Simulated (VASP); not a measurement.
Input:

```
CELL_PARAMETERS angstrom
      5.57882     0.00000     0.00000
      0.00000     5.57882     0.00000
      0.00000     0.00000     5.57882
ATOMIC_POSITIONS crystal
  Ru 0.00000 0.50000 0.50000
  Ru 0.50000 0.00000 0.50000
  Ru 0.00000 0.00000 0.00000
  Ru 0.50000 0.50000 0.00000
  S  0.61346 0.88654 0.11346
  S  0.11346 0.61346 0.88654
  S  0.61346 0.61346 0.61346
  S  0.38654 0.38654 0.38654
  S  0.88654 0.11346 0.61346
  S  0.88654 0.38654 0.11346
  S  0.11346 0.88654 0.38654
  S  0.38654 0.11346 0.88654
```

Computed with PBEsol GGA, VASP's PBE PAW potentials (set 64) (plane waves; VASP). Settings: 400 eV cut-off, 5×5×5 Γ-centred mesh, tetrahedra with Blöchl corrections, potentials Ru_pv S.

Question: Tabulate the total density of states (states/eV per cell) against energy (eV; zero at the valence-band maximum or, without a gap, the Fermi level).

Answer: 
(E (eV), DOS (states/eV)): (-9.96, 0.00); (-9.43, 0.00); (-8.79, 0.00); (-8.26, 0.00); (-7.62, 0.00); (-7.09, 0.00); (-6.45, 4.86); (-5.92, 10.1); (-5.28, 7.21); (-4.75, 13.1); (-4.11, 8.83); (-3.58, 8.80); (-2.94, 7.75); (-2.40, 5.73); (-1.87, 0.81); (-1.23, 22.5); (-0.70, 17.5); (-0.06, 10.1); (0.47, 0.00); (1.11, 0.31); (1.64, 1.12); (2.28, 6.96); (2.81, 6.33); (3.45, 4.84); (3.98, 4.30)
Within 2 eV below the valence-band maximum the largest weight inside VASP's projection spheres is Ru d.

The compound is RuS2 in the pyrite structure. It was relaxed first.
